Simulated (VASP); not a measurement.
Calculation: LDA (Ceperley-Alder, Perdew-Zunger), VASP's LDA PAW potentials (set 64) (plane waves; VASP 6.6.1).

The input files of a VASP run:

File KPOINTS:
```
Automatic mesh
0
Gamma
4 4 4
0 0 0
```

File POSCAR:
```
CsPbBr3
1
    5.5199244457     0.0000000000     0.0000000000
    0.0000000000     5.5199244457     0.0000000000
    0.0000000000     0.0000000000     5.5199244457
Cs Pb Br
1 1 3
Direct
  0.0000000000   0.0000000000   0.0000000000
  0.5000000000   0.5000000000   0.5000000000
  0.5000000000   0.0000000000   0.5000000000
  0.0000000000   0.5000000000   0.5000000000
  0.5000000000   0.5000000000   0.0000000000
```

INCAR:
```
# general
SYSTEM  = CsPbBr3
PREC    = Accurate
ENCUT   = 500
LREAL   = F
LASPH   = T

# electronic loop
EDIFF   = 1E-6
NELM    = 100
ALGO    = Normal
LMAXMIX = 4

# smearing
ISMEAR  = 0
SIGMA   = 0.05

# ions
IBRION  = 2
NSW     = 40
ISIF    = 3
EDIFFG  = -0.02
PSTRESS = 100

# output
LWAVE   = F
LCHARG  = F
```

POTCAR, in this order: Cs_sv Pb_d Br (LDA.64 set). Program: vasp_std.

The run wrote:

**OSZICAR**
```
       N       E                     dE             d eps       ncg     rms          rms(c)
DAV:   1     0.405700149283E+03    0.40570E+03   -0.19208E+04   520   0.152E+03
DAV:   2     0.269623261216E+02   -0.37874E+03   -0.36843E+03   634   0.341E+02
DAV:   3    -0.161211456261E+02   -0.43083E+02   -0.42846E+02   616   0.126E+02
DAV:   4    -0.177791161052E+02   -0.16580E+01   -0.16545E+01   686   0.304E+01
DAV:   5    -0.178266064670E+02   -0.47490E-01   -0.47461E-01   660   0.438E+00    0.638E+00
DAV:   6    -0.174952751901E+02    0.33133E+00   -0.64445E-01   746   0.829E+00    0.393E+00
DAV:   7    -0.174572554967E+02    0.38020E-01   -0.40932E-01   774   0.433E+00    0.903E-01
DAV:   8    -0.174538990983E+02    0.33564E-02   -0.63035E-02   780   0.233E+00    0.218E-01
DAV:   9    -0.174533159587E+02    0.58314E-03   -0.58355E-03   762   0.721E-01    0.984E-02
DAV:  10    -0.174533054913E+02    0.10467E-04   -0.42999E-04   752   0.150E-01    0.233E-02
DAV:  11    -0.174533107731E+02   -0.52818E-05   -0.89883E-05   796   0.820E-02    0.199E-02
DAV:  12    -0.174533096702E+02    0.11029E-05   -0.74299E-06   678   0.158E-02    0.642E-03
DAV:  13    -0.174533088214E+02    0.84878E-06   -0.23818E-06   472   0.178E-02
   1 F= -.69557379E+01 E0= -.69557379E+01  d E =-.695574E+01
       N       E                     dE             d eps       ncg     rms          rms(c)
DAV:   1    -0.240691214869E+02   -0.66158E+01   -0.20435E+02   704   0.153E+02    0.175E+01
DAV:   2    -0.172534020244E+02    0.68157E+01   -0.14845E+01   624   0.592E+01    0.554E+00
DAV:   3    -0.160555781018E+02    0.11978E+01   -0.49536E+00   720   0.274E+01    0.206E+00
DAV:   4    -0.160440517798E+02    0.11526E-01   -0.17585E-01   662   0.291E+00    0.959E-01
DAV:   5    -0.160413237989E+02    0.27280E-02   -0.18586E-02   666   0.168E+00    0.343E-01
DAV:   6    -0.160414037595E+02   -0.79961E-04   -0.24235E-03   636   0.390E-01    0.853E-02
DAV:   7    -0.160413931325E+02    0.10627E-04   -0.11322E-04   730   0.803E-02    0.117E-02
DAV:   8    -0.160413935504E+02   -0.41791E-06   -0.14048E-05   692   0.290E-02    0.374E-03
DAV:   9    -0.160413934511E+02    0.99321E-07   -0.12853E-06   396   0.165E-02
   2 F= -.70576127E+01 E0= -.70570101E+01  d E =-.101875E+00
       N       E                     dE             d eps       ncg     rms          rms(c)
DAV:   1    -0.181354519206E+02   -0.20941E+01   -0.39238E+01   666   0.854E+01    0.627E+00
DAV:   2    -0.170279889996E+02    0.11075E+01   -0.24610E+00   680   0.191E+01    0.228E+00
DAV:   3    -0.167993915987E+02    0.22860E+00   -0.86836E-01   710   0.111E+01    0.811E-01
DAV:   4    -0.167976984121E+02    0.16932E-02   -0.25020E-02   752   0.111E+00    0.770E-01
DAV:   5    -0.167956980830E+02    0.20003E-02   -0.34900E-03   604   0.682E-01    0.958E-02
DAV:   6    -0.167956750015E+02    0.23081E-04   -0.66770E-04   654   0.213E-01    0.518E-02
DAV:   7    -0.167956663883E+02    0.86133E-05   -0.61229E-05   648   0.434E-02    0.572E-03
DAV:   8    -0.167956658720E+02    0.51622E-06   -0.35250E-06   552   0.226E-02
   3 F= -.71988270E+01 E0= -.71982244E+01  d E =-.243089E+00
```

OUTCAR:
```
------------------------ aborting loop because EDIFF is reached ----------------------------------------
  FORCE on cell =-STRESS in cart. coord.  units (eV):
  Direction    XX          YY          ZZ          XY          YZ          ZX
  --------------------------------------------------------------------------------------
  Total        9.5090027      9.5090027      9.5090027     -0.0000000     -0.0000000     -0.0000000
  in kB       99.0847392     99.0847392     99.0847392     -0.0000000     -0.0000000     -0.0000000
  external PRESSURE =      -0.9152608 kB  Pullay stress =     100.0000000 kB
  volume of cell :      153.76
      direct lattice vectors                 reciprocal lattice vectors
     5.357303634  0.000000000 -0.000000000     0.186661065  0.000000000  0.000000000
    -0.000000000  5.357303634 -0.000000000     0.000000000  0.186661065  0.000000000
     0.000000000 -0.000000000  5.357303634     0.000000000  0.000000000  0.186661065
 POSITION                                       TOTAL-FORCE (eV/Angst)
 -----------------------------------------------------------------------------------
      0.00000      0.00000      0.00000         0.000000     -0.000000      0.000000
      2.67865      2.67865      2.67865        -0.000000      0.000000      0.000000
      2.67865     -0.00000      2.67865         0.000000     -0.000000      0.000000
     -0.00000      2.67865      2.67865         0.000000     -0.000000      0.000000
      2.67865      2.67865     -0.00000         0.000000     -0.000000      0.000000
 -----------------------------------------------------------------------------------
    total drift:                               -0.000000      0.000000     -0.000000
  FREE ENERGIE OF THE ION-ELECTRON SYSTEM (eV)
  ---------------------------------------------------
  free  energy   TOTEN  =       -16.7956658720 eV

  energy  without entropy=      -16.7944606977  energy(sigma->0) =      -16.79506328
  enthalpy is  TOTEN    =        -7.1988270309 eV   P V=        9.5968388411

 reached required accuracy - stopping structural energy minimisation
```
(Selected blocks of OUTCAR.)

CONTCAR:
```
CsPbBr3
   1.00000000000000
     5.3573036336579412    0.0000000000000000   -0.0000000000000000
    -0.0000000000000000    5.3573036336579412   -0.0000000000000000
     0.0000000000000000   -0.0000000000000000    5.3573036336579412
  Cs              Pb              Br
     1     1     3
Direct
     0.0000000000000000    0.0000000000000000    0.0000000000000000
     0.5000000000000000    0.5000000000000000    0.5000000000000000
     0.5000000000000000    0.0000000000000000    0.5000000000000000
     0.0000000000000000    0.5000000000000000    0.5000000000000000
     0.5000000000000000    0.5000000000000000    0.0000000000000000
```

Energy and stress use the plane-wave basis of the starting cell.

The compound is CsPbBr3 in the cubic perovskite structure, the ideal cubic form; the compound distorts at low or room temperature. This run relaxes it under an external pressure of 10 GPa. Symmetry was kept, so distortions that lower it aren't found.
